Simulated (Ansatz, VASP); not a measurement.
# PtS2 in two plane-wave programs, part 2 of 2

Aim: how closely do two programs agree when they are given the same cell, functional and k mesh? The cell is taken from a series of runs on this material, whose earlier steps may have relaxed, scaled, displaced or heated it; both programs get it as it stands.

VASP 6.6.1 and Ansatz 0.2.0.

So far: Starting point; Ansatz: zone-centre phonons, PBEsol with D3(BJ).

## 3. VASP: zone-centre phonons, PBEsol with D3(BJ)

Level of this step: PBEsol with D3(BJ); plane waves and PAW (S, Pt) (VASP).

The same cell, functional, mesh and smearing now go to VASP, with its own data sets.

Lines of VASP's logs that name or quote its potential files are left out, and so is its time.

INCAR reads:

```
SYSTEM = PtS2
PREC = Accurate
ENCUT = 500
EDIFF = 1E-08
NELM = 120
ISMEAR = 1
SIGMA = 0.2
LREAL = .FALSE.
ALGO = Normal
GGA = PS
IVDW = 12
NBANDS = 17
LASPH = .TRUE.
LORBIT = 11
LWAVE = .FALSE.
LCHARG = .FALSE.
ISIF = 2
IBRION = 6
NFREE = 2
POTIM = 0.015
NSW = 1
GGA_COMPAT = .FALSE.
KPAR = 2
```

POSCAR reads:

```
PtS2
1.0
    3.4969055374      0.0000000000      0.0000000000
   -1.7484527687      3.0284090300      0.0000000000
    0.0000000000      0.0000000000      4.0873236525
S Pt
2 1
Direct
    0.3333333333      0.6666666667      0.2888746202
    0.6666666667      0.3333333333      0.7111253798
    0.0000000000      0.0000000000      0.0000000000
```

KPOINTS reads:

```
Automatic mesh
0
Gamma
15 15 12
0 0 0
```

The projector-augmented-wave data sets are S and Pt (PBE family, release 64).

Command:

```bash
$ mpirun -np 2 vasp_std
```

Numbers of over 12 decimals in the logs are rounded to 6 here.

Output:

```text
[banner, memory and clock lines left out]
running    2 mpi-ranks, on    1 nodes
 distrk:  each k-point on    1 cores,    2 groups
 distr:  one band on    1 cores,    1 groups

 POSCAR found type information on POSCAR S Pt
 POSCAR found :  2 types and       3 ions
|                                                                             |
|               ----> ADVICE to this user running VASP <----                  |
|                                                                             |
|     You enforced a specific xc type in the INCAR file but a different       |
|     [... a line on the potential file left out ...]
|     I HOPE YOU KNOW WHAT YOU ARE DOING!                                     |
|                                                                             |

 LDA part: xc-table for (Slater+PW92), standard interpolation
 POSCAR, INCAR and KPOINTS ok, starting setup
 FFT: planning ... GRIDC
 FFT: planning ... GRID_SOFT
 FFT: planning ... GRID
 WAVECAR not read
 entering main loop
       N       E                     dE             d eps       ncg     rms          rms(c)
DAV:   1     0.106692941518E+03    0.10669E+03   -0.10598E+04 10000   0.115E+03
DAV:   2    -0.133472504216E+02   -0.12004E+03   -0.11662E+03 12020   0.234E+02
DAV:   3    -0.177676066991E+02   -0.44204E+01   -0.43877E+01 11983   0.457E+01
DAV:   4    -0.178045209706E+02   -0.36914E-01   -0.36896E-01 12512   0.468E+00
DAV:   5    -0.178049105553E+02   -0.38958E-03   -0.38955E-03 12481   0.466E-01    0.227E+01
DAV:   6    -0.168504443412E+02    0.95447E+00   -0.61953E+00  9950   0.232E+01    0.142E+01
DAV:   7    -0.166731530549E+02    0.17729E+00   -0.10796E+00  9862   0.106E+01    0.668E+00
DAV:   8    -0.166410035270E+02    0.32150E-01   -0.59444E-02 11240   0.208E+00    0.121E+00
DAV:   9    -0.166382695244E+02    0.27340E-02   -0.84047E-03 11129   0.867E-01    0.194E-01
DAV:  10    -0.166383110834E+02   -0.41559E-04   -0.96323E-04 11844   0.229E-01    0.116E-01
DAV:  11    -0.166383219935E+02   -0.10910E-04   -0.53249E-05 12051   0.635E-02    0.443E-02
DAV:  12    -0.166383193858E+02    0.26076E-05   -0.15900E-05 10811   0.386E-02    0.126E-02
DAV:  13    -0.166383197277E+02   -0.34183E-06   -0.13159E-06 12131   0.785E-03    0.488E-03
DAV:  14    -0.166383197829E+02   -0.55241E-07   -0.12938E-07 11135   0.224E-03    0.419E-03
DAV:  15    -0.166383197607E+02    0.22206E-07   -0.56936E-08 10962   0.208E-03    0.712E-04
DAV:  16    -0.166383197286E+02    0.32133E-07   -0.67993E-09  5345   0.551E-04    0.286E-04
DAV:  17    -0.166383197285E+02    0.35243E-10   -0.12074E-09  5156   0.246E-04
   1 F= -.18023799E+02 E0= -.18023878E+02  d E =0.238603E-03
[... from here on, the cycles between the ionic steps are left out ...]
   2 F= -.18022548E+02 E0= -.18022625E+02  d E =0.231799E-03
   3 F= -.18022548E+02 E0= -.18022625E+02  d E =0.231797E-03
   4 F= -.18021599E+02 E0= -.18021617E+02  d E =0.553997E-04
   5 F= -.18022746E+02 E0= -.18022869E+02  d E =0.369621E-03
   6 F= -.18021313E+02 E0= -.18021396E+02  d E =0.248604E-03
   7 F= -.18021313E+02 E0= -.18021396E+02  d E =0.248607E-03
   8 F= -.18021413E+02 E0= -.18021492E+02  d E =0.237522E-03
 Finite differences progress:
  Degree of freedom:   4/  4
  Displacement:        1/  2
  Total:               7/  8
 bond charge predicted
       N       E                     dE             d eps       ncg     rms          rms(c)
DAV:   1    -0.166308407044E+02    0.50928E-02   -0.47719E+00  9664   0.115E+01    0.589E-01
DAV:   2    -0.166369009983E+02   -0.60603E-02   -0.64169E-02 11519   0.184E+00    0.236E-01
DAV:   3    -0.166361655711E+02    0.73543E-03   -0.15974E-03 12128   0.255E-01    0.135E-01
DAV:   4    -0.166359371781E+02    0.22839E-03   -0.10460E-03 10716   0.171E-01    0.333E-02
DAV:   5    -0.166359345531E+02    0.26250E-05   -0.28490E-05 11073   0.366E-02    0.116E-02
DAV:   6    -0.166359335336E+02    0.10195E-05   -0.58475E-06 12246   0.157E-02    0.450E-03
DAV:   7    -0.166359335863E+02   -0.52654E-07   -0.68706E-07 12040   0.587E-03    0.187E-03
DAV:   8    -0.166359335527E+02    0.33580E-07   -0.21910E-07 11006   0.277E-03    0.717E-04
DAV:   9    -0.166359335548E+02   -0.21082E-08   -0.70313E-09  5731   0.581E-04
   9 F= -.18021413E+02 E0= -.18021492E+02  d E =0.237522E-03
 Finite differences progress:
  Degree of freedom:   4/  4
  Displacement:        2/  2
  Total:               8/  8
```

From OUTCAR (step 3):

```text
ion  position               nearest neighbor table
   1  0.333  0.667  0.289-   3 2.34   3 2.34   3 2.34   2 2.66   2 2.66   2 2.66
   2  0.667  0.333  0.711-   3 2.34   3 2.34   3 2.34   1 2.66   1 2.66   1 2.66
   3  0.000  0.000  0.000-   1 2.34   2 2.34   1 2.34   2 2.34   2 2.34   1 2.34

  LATTYP: Found a hexagonal cell.
 ALAT       =     3.4969055374
 C/A-ratio  =     1.1688401671

 Subroutine GETGRP returns: Found 12 space group operations
 (whereof 12 operations were pure point group operations)

The static configuration has the point symmetry D_3d.

 Found    284 irreducible k-points:

   k-points           NKPTS =    284   k-points in BZ     NKDIM =    284   number of bands    NBANDS=     17

   dimension x,y,z NGX =    28 NGY =   28 NGZ =   30
   dimension x,y,z NGXF=    56 NGYF=   56 NGZF=   60

   ENCUT  =  500.0 eV  36.75 Ry    6.06 a.u.   6.38  6.38  7.45*2*pi/ulx,y,z

   NELECT =      22.0000    total number of electrons

 k-points in reciprocal lattice and weights: Automatic mesh
   0.00000000  0.00000000  0.00000000       0.000
   0.06666667  0.00000000  0.00000000       0.002
   0.13333333  0.00000000  0.00000000       0.002
   0.20000000  0.00000000  0.00000000       0.002
   0.26666667  0.00000000  0.00000000       0.002
   0.33333333  0.00000000  0.00000000       0.002
   0.40000000  0.00000000  0.00000000       0.002
   0.46666667  0.00000000  0.00000000       0.002
   0.06666667  0.06666667  0.00000000       0.002
[...]
0.33333333  0.26666667  0.50000000       0.004
   0.33333333  0.33333333  0.50000000       0.001

 Edisp (eV)   -1.38548

 average (electrostatic) potential at core
       1 -82.4329       2 -82.4720       3 -64.8584

 E-fermi :  10.4616

 k-point     1 :       0.0000    0.0000    0.0000
  band No.  band energies     occupation
    ...
      6       6.0115      2.00000
      7       6.0115      2.00000
      8       7.9802      2.00000
      9       8.9161      2.00000
     10       8.9161      2.00000
     11      10.8923     -0.00945
     12      10.8923     -0.00945
     13      11.1215     -0.00003
     14      13.2289     -0.00000
     15      16.4509      0.00000
    ...

 k-point     2 :       0.0667    0.0000    0.0000
  band No.  band energies     occupation
    ...
      7       5.9616      2.00000
      8       7.7628      2.00000
      9       8.7597      2.00000
     10       8.7824      2.00000
     11      10.1806      2.06318
     12      11.0655     -0.00017
     13      11.9644     -0.00000
     14      13.4421     -0.00000
     15      16.6818      0.00000
     16      17.4778      0.00000
    ...

 k-point     3 :       0.1333    0.0000    0.0000
  band No.  band energies     occupation
    ...
      7       5.8289      2.00000
      8       7.1889      2.00000
      9       8.4651      2.00000
     10       8.4680      2.00000
     11       9.6312      2.00000
     12      11.4939     -0.00000
     13      12.6282     -0.00000
     14      14.1163     -0.00000
     15      17.0557      0.00000
     16      17.4658      0.00000
    ...

 Edisp (eV)   -1.38548

  Total       3.35376     3.35376     3.39635     0.00000    -0.00000     0.00000
  in kB     124.13793   124.13793   125.71461     0.00000    -0.00000     0.00000
  external pressure =      124.66 kB  Pullay stress =        0.00 kB

  energy-cutoff  :      500.00
  volume of cell :       43.29
      direct lattice vectors                 reciprocal lattice vectors
     3.496905537  0.000000000  0.000000000     0.285967118  0.165103193  0.000000000
    -1.748452769  3.028409030  0.000000000     0.000000000  0.330206386  0.000000000
     0.000000000  0.000000000  4.087323653     0.000000000  0.000000000  0.244658873

 POSITION                                       TOTAL-FORCE (eV/Angst)
 -----------------------------------------------------------------------------------
     -0.00000      2.01894      1.18072        -0.000000      0.000000     -0.195774
      1.74845      1.00947      2.90660         0.000000     -0.000000     -0.122282
      0.00000      0.00000     -0.01500        -0.000000      0.000000      0.318056
 -----------------------------------------------------------------------------------
    total drift:                                0.000000      0.000000     -0.000044

  FREE ENERGIE OF THE ION-ELECTRON SYSTEM (eV)
  ---------------------------------------------------
  free  energy   TOTEN  =       -18.0214132338 eV

  energy  without entropy=      -18.0216507561  energy(sigma->0) =      -18.02149241

 Eigenvectors and eigenvalues of the dynamical matrix
 ----------------------------------------------------

   1 f  =   11.811520 THz    74.213968 2PiTHz  393.989892 cm-1    48.848499 meV
             X         Y         Z           dx          dy          dz
     -0.000000  2.018939  1.180724    -0.000000    0.000000   -0.707107
      1.748453  1.009470  2.906600    -0.000000    0.000000    0.707107
      0.000000  0.000000  0.000000     0.000000    0.000000    0.000000

   2 f  =   10.577002 THz    66.457263 2PiTHz  352.810807 cm-1    43.742945 meV
             X         Y         Z           dx          dy          dz
     -0.000000  2.018939  1.180724     0.613398    0.000000   -0.000000
      1.748453  1.009470  2.906600     0.613398   -0.000000    0.000000
      0.000000  0.000000  0.000000    -0.497479   -0.000000    0.000000

   3 f  =   10.577002 THz    66.457263 2PiTHz  352.810807 cm-1    43.742945 meV
             X         Y         Z           dx          dy          dz
     -0.000000  2.018939  1.180724    -0.000000   -0.613398    0.000000
      1.748453  1.009470  2.906600    -0.000000   -0.613398    0.000000
      0.000000  0.000000  0.000000     0.000000    0.497479    0.000000

   4 f  =   10.362066 THz    65.106778 2PiTHz  345.641304 cm-1    42.854041 meV
             X         Y         Z           dx          dy          dz
     -0.000000  2.018939  1.180724    -0.000000    0.000000    0.613428
      1.748453  1.009470  2.906600     0.000000    0.000000    0.613428
      0.000000  0.000000  0.000000    -0.000000    0.000000   -0.497404

   5 f  =    9.237953 THz    58.043768 2PiTHz  308.144928 cm-1    38.205085 meV
             X         Y         Z           dx          dy          dz
     -0.000000  2.018939  1.180724    -0.707107   -0.000010   -0.000000
      1.748453  1.009470  2.906600     0.707107    0.000010    0.000000
      0.000000  0.000000  0.000000     0.000000    0.000000    0.000000

   6 f  =    9.237953 THz    58.043768 2PiTHz  308.144928 cm-1    38.205085 meV
             X         Y         Z           dx          dy          dz
     -0.000000  2.018939  1.180724    -0.000010    0.707107    0.000000
      1.748453  1.009470  2.906600     0.000010   -0.707107   -0.000000
      0.000000  0.000000  0.000000     0.000000    0.000000    0.000000

   7 f/i=    0.000005 THz     0.000029 2PiTHz    0.000154 cm-1     0.000019 meV
             X         Y         Z           dx          dy          dz
     -0.000000  2.018939  1.180724    -0.000000    0.000000    0.351718
      1.748453  1.009470  2.906600    -0.000000    0.000000    0.351718
      0.000000  0.000000  0.000000    -0.000000    0.000000    0.867519

   8 f/i=    0.000911 THz     0.005722 2PiTHz    0.030376 cm-1     0.003766 meV
             X         Y         Z           dx          dy          dz
     -0.000000  2.018939  1.180724     0.351771   -0.000000    0.000000
      1.748453  1.009470  2.906600     0.351771   -0.000000   -0.000000
      0.000000  0.000000  0.000000     0.867476    0.000000    0.000000

   9 f/i=    0.000911 THz     0.005722 2PiTHz    0.030376 cm-1     0.003766 meV
             X         Y         Z           dx          dy          dz
     -0.000000  2.018939  1.180724    -0.000000    0.351771   -0.000000
      1.748453  1.009470  2.906600    -0.000000    0.351771   -0.000000
      0.000000  0.000000  0.000000    -0.000000    0.867476   -0.000000

 ELASTIC MODULI CONTR FROM IONIC RELAXATION (kBar)
 Direction    XX          YY          ZZ          XY          YZ          ZX
 --------------------------------------------------------------------------------
 XX        -943.6323   -460.1907   -500.7308      0.0000    342.9252     -0.0000
 YY        -460.1907   -943.6323   -500.7308      0.0000   -342.9252     -0.0000
 ZZ        -500.7308   -500.7308   -357.2123      0.0000     -0.0000     -0.0000
 XY           0.0000      0.0000      0.0000   -241.7208      0.0000    342.9269
 YZ         342.9252   -342.9252     -0.0000      0.0000   -486.5021     -0.0000
 ZX          -0.0000     -0.0000     -0.0000    342.9269     -0.0000   -486.5071
 --------------------------------------------------------------------------------

 total charge
# of ion       s       p       d       tot
------------------------------------------
    1        1.364   2.263   0.000   3.627
    2        1.364   2.263   0.000   3.627
    3        0.742   0.871   8.098   9.711
--------------------------------------------------
tot          3.470   5.397   8.098  16.965

[... 3 further parts left out ...]
```

CONTCAR:

```
PtS2
   1.00000000000000
     3.4969055374000000    0.0000000000000000    0.0000000000000000
    -1.7484527687000000    3.0284090300000002    0.0000000000000000
     0.0000000000000000    0.0000000000000000    4.0873236525000003
  S               Pt
     2     1
Direct
     0.3333333332999970    0.6666666667000030    0.2888746201999979
     0.6666666667000030    0.3333333332999970    0.7111253798000021
     0.0000000000000000    0.0000000000000000   -0.0036698831008465
```

Levels, forces or a CONTCAR printed for this step are those of its last displaced cell, not of the structure at rest.

## 4. Comparison

Known differences besides the potentials themselves: the data sets hold 30 valence electrons in Ansatz (on its PAW soft_1 files) and 22 in VASP; the cutoff is 420 eV in Ansatz and 500 eV in VASP; Ansatz makes its cores anew for this functional, VASP keeps those of its PBE data sets; Ansatz takes the dispersion share of the force constants at frozen C6 weights, VASP differentiates the full forces; VASP uses finite displacements, Ansatz perturbation theory. Total energies have different zeros and are not compared.

The two programs side by side:

```
                  quantity  Ansatz   VASP  difference
optical mode 1 to 2 (cm⁻¹)   307.3  308.1     -0.27 %
     optical mode 3 (cm⁻¹)   344.8  345.6     -0.26 %
optical mode 4 to 5 (cm⁻¹)   352.3  352.8     -0.15 %
     optical mode 6 (cm⁻¹)   394.0  394.0     +0.01 %
```

Modes are paired by rising frequency, not by their patterns, so a pair may set unlike modes beside each other; they are those without the splitting of longitudinal modes.

## 5. Outcome

- r.m.s. difference of the optical zone-centre modes, each program's sorted by frequency (zone-centre phonons, PBEsol with D3(BJ)): 0.68 cm⁻¹

What this shows: The r.m.s. difference of the optical zone-centre modes, each program's sorted by frequency is 0.68 cm⁻¹ (zone-centre phonons, PBEsol with D3(BJ)). The data sets hold unlike numbers of valence electrons (30 in Ansatz and 22 in VASP), so part of the differences comes from the potentials. Such differences can come from data sets, numerical settings and the points named under the comparisons, not from the functional's error against experiment.

[Lines on the potential files, build, host, timing and source positions are cut from VASP's logs without a mark.]

[Logs are printed without paths, hosts, clocks, repeated set-up lines and the standing remarks that a program may print on its own settings, such as how far it seeks lower states.]

[Hosts, paths, dates, database ids (printed as entryN), source tags and the programs' standing remarks are cut or masked in the printed files.]
